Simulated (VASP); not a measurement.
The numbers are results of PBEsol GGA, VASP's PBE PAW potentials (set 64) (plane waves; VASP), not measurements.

The input files of a VASP run:

### INCAR
```
SYSTEM = K(110) slab
PREC = Normal; ENCUT = 400; LREAL = .False.
LASPH = .True.
EDIFF = 1E-6; NELM = 100; NELMIN = 4
ALGO = Normal
ISMEAR = 1; SIGMA = 0.1
GGA = PS
LWAVE = .False.; LCHARG = .False.; LORBIT = 11
LVHAR = .True.
DIPOL = 0.5 0.5 0.5
LDIPOL = .True.; IDIPOL = 3
```

KPOINTS:
```
Automatic
0
G
 7 7 1
```

POSCAR:
```
K(110) slab
1
    4.5117203679     0.0000000000     0.0000000000
   -1.5039071182     4.2536909307     0.0000000000
    0.0000000000     0.0000000000    25.8516572427
K
3
Direct
  0.5000000000   0.5000000000   0.3575020000
  0.0000000000   0.0000000000   0.5000000000
  0.5000000000   0.5000000000   0.6424980000
```

POTCAR, in this order: K_sv (PBE.64 set). Program: vasp_std. Read from the step before: WAVECAR.

Estimate the energy per atom (σ→0), band gap (on the k-mesh).

```yaml
energy per atom (σ→0): -1.036 eV/atom
band gap (on the k-mesh): none (metal, semimetal or under 0.01 eV)
```

File OSZICAR:
```
       N       E                     dE             d eps       ncg     rms          rms(c)
DAV:   1    -0.310835570286E+01   -0.31084E+01   -0.17408E-05   459   0.954E-03    0.254E-03
DAV:   2    -0.310835553022E+01    0.17264E-06   -0.23265E-06   574   0.511E-03    0.779E-04
DAV:   3    -0.310835552653E+01    0.36848E-08   -0.16869E-07   365   0.211E-03    0.522E-04
DAV:   4    -0.310835551943E+01    0.71091E-08   -0.38087E-08   290   0.107E-03
   1 F= -.31083555E+01 E0= -.31084376E+01  d E =0.246199E-03
```

The cell is a thin slab with vacuum, built from K (bcc): (110) face.
